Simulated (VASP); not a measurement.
These are LDA (Ceperley-Alder, Perdew-Zunger), VASP's LDA PAW potentials (set 64) (plane waves; VASP) values and carry that method's errors.

The input files of a VASP run:

### POSCAR
```
Ag
1
    0.0000000000     2.0521800000     2.0521800000
    2.0521800000     0.0000000000     2.0521800000
    2.0521800000     2.0521800000     0.0000000000
Ag
1
Direct
  0.0000000000   0.0000000000   0.0000000000
```

INCAR:
```
SYSTEM=Ag
PREC=Accurate; ENCUT=400; LREAL=.FALSE.
LASPH=.TRUE.
EDIFF=1E-6; NELM=100; ALGO=Normal
LMAXMIX=4
ISMEAR=1; SIGMA=0.1
IBRION=2; NSW=60; ISIF=3
EDIFFG=-0.01
LWAVE=.FALSE.; LCHARG=.FALSE.
```

File KPOINTS:
```
Regular mesh
0
gamma
 14 14 14
```

POTCAR, in this order: Ag (LDA.64 set). Program: vasp_std.

What VASP printed:

### OSZICAR
```
       N       E                     dE             d eps       ncg     rms          rms(c)
DAV:   1     0.336936467078E+02    0.33694E+02   -0.48214E+03  2040   0.878E+02
DAV:   2    -0.380180785765E+01   -0.37495E+02   -0.35707E+02  1930   0.179E+02
DAV:   3    -0.405547976189E+01   -0.25367E+00   -0.25364E+00  2237   0.182E+01
DAV:   4    -0.405597581391E+01   -0.49605E-03   -0.49604E-03  2088   0.724E-01
DAV:   5    -0.405597959687E+01   -0.37830E-05   -0.37825E-05  2168   0.566E-02    0.529E+00
DAV:   6    -0.376039160268E+01    0.29559E+00   -0.14836E+00  1903   0.129E+01    0.334E+00
DAV:   7    -0.375044126158E+01    0.99503E-02   -0.74264E-03  2003   0.891E-01    0.188E+00
DAV:   8    -0.374610692351E+01    0.43343E-02   -0.82624E-04  1900   0.300E-01    0.561E-02
DAV:   9    -0.374611564400E+01   -0.87205E-05   -0.70710E-06  2144   0.214E-02    0.746E-03
DAV:  10    -0.374611641604E+01   -0.77204E-06   -0.15806E-06  1971   0.136E-02
   1 F= -.37461164E+01 E0= -.37459897E+01  d E =-.374612E+01
       N       E                     dE             d eps       ncg     rms          rms(c)
DAV:   1    -0.690327719273E+01   -0.31572E+01   -0.56365E+01  1899   0.895E+01    0.125E+01
DAV:   2    -0.381860934044E+01    0.30847E+01   -0.15518E+01  1885   0.425E+01    0.204E+00
DAV:   3    -0.376912917173E+01    0.49480E-01   -0.80056E-02  1944   0.285E+00    0.124E+00
DAV:   4    -0.375212189933E+01    0.17007E-01   -0.26783E-02  1962   0.116E+00    0.108E-01
DAV:   5    -0.375225380895E+01   -0.13191E-03   -0.23962E-04  2057   0.170E-01    0.861E-02
DAV:   6    -0.375227381128E+01   -0.20002E-04   -0.15390E-05  1994   0.369E-02    0.118E-02
DAV:   7    -0.375227469721E+01   -0.88593E-06   -0.77793E-07  1406   0.100E-02
   2 F= -.37522747E+01 E0= -.37523366E+01  d E =-.615828E-02
       N       E                     dE             d eps       ncg     rms          rms(c)
DAV:   1    -0.440211070266E+01   -0.64984E+00   -0.12093E+01  1896   0.442E+01    0.518E+00
DAV:   2    -0.380912981348E+01    0.59298E+00   -0.23124E+00  1887   0.170E+01    0.209E+00
DAV:   3    -0.378906000888E+01    0.20070E-01   -0.55754E-02  1945   0.246E+00    0.138E+00
DAV:   4    -0.378472925532E+01    0.43308E-02   -0.45377E-03  1984   0.643E-01    0.142E-01
DAV:   5    -0.378470620106E+01    0.23054E-04   -0.30840E-04  2099   0.147E-01    0.231E-02
DAV:   6    -0.378471352118E+01   -0.73201E-05   -0.60522E-06  2014   0.272E-02    0.114E-03
DAV:   7    -0.378471349067E+01    0.30510E-07   -0.55088E-08   966   0.249E-03
   3 F= -.37847135E+01 E0= -.37847679E+01  d E =-.385971E-01
```

OUTCAR:
```
------------------------ aborting loop because EDIFF is reached ----------------------------------------
  FORCE on cell =-STRESS in cart. coord.  units (eV):
  Direction    XX          YY          ZZ          XY          YZ          ZX
  --------------------------------------------------------------------------------------
  Total       -0.0097530     -0.0097530     -0.0097530      0.0000000      0.0000000      0.0000000
  in kB       -0.9755089     -0.9755089     -0.9755089      0.0000000      0.0000000      0.0000000
  external PRESSURE =      -0.9755089 kB  Pullay stress =       0.0000000 kB
  volume of cell :       16.02
      direct lattice vectors                 reciprocal lattice vectors
     0.000000000  2.000765144  2.000765144    -0.249904394  0.249904394  0.249904394
     2.000765144 -0.000000000  2.000765144     0.249904394 -0.249904394  0.249904394
     2.000765144  2.000765144 -0.000000000     0.249904394  0.249904394 -0.249904394
 POSITION                                       TOTAL-FORCE (eV/Angst)
 -----------------------------------------------------------------------------------
      0.00000     -0.00000      0.00000         0.000000      0.000000     -0.000000
 -----------------------------------------------------------------------------------
    total drift:                               -0.000000     -0.000000     -0.000000
  FREE ENERGIE OF THE ION-ELECTRON SYSTEM (eV)
  ---------------------------------------------------
  free  energy   TOTEN  =        -3.7847134907 eV

  energy  without entropy=       -3.7848768036  energy(sigma->0) =       -3.78476793

 reached required accuracy - stopping structural energy minimisation
```
(Selected blocks of OUTCAR.)

File CONTCAR:
```
Ag
   1.00000000000000
     0.0000000000000000    2.0007651439021195    2.0007651439021195
     2.0007651439021195   -0.0000000000000000    2.0007651439021195
     2.0007651439021195    2.0007651439021195   -0.0000000000000000
  Ag
     1
Direct
     0.0000000000000000    0.0000000000000000    0.0000000000000000
```

Energy and stress use the plane-wave basis of the starting cell.

The structure comes from a computed database's Ag entry (Fm-3m); how it stands against other phases isn't given here. This run relaxes it. Symmetry was kept, so distortions that lower it aren't found.
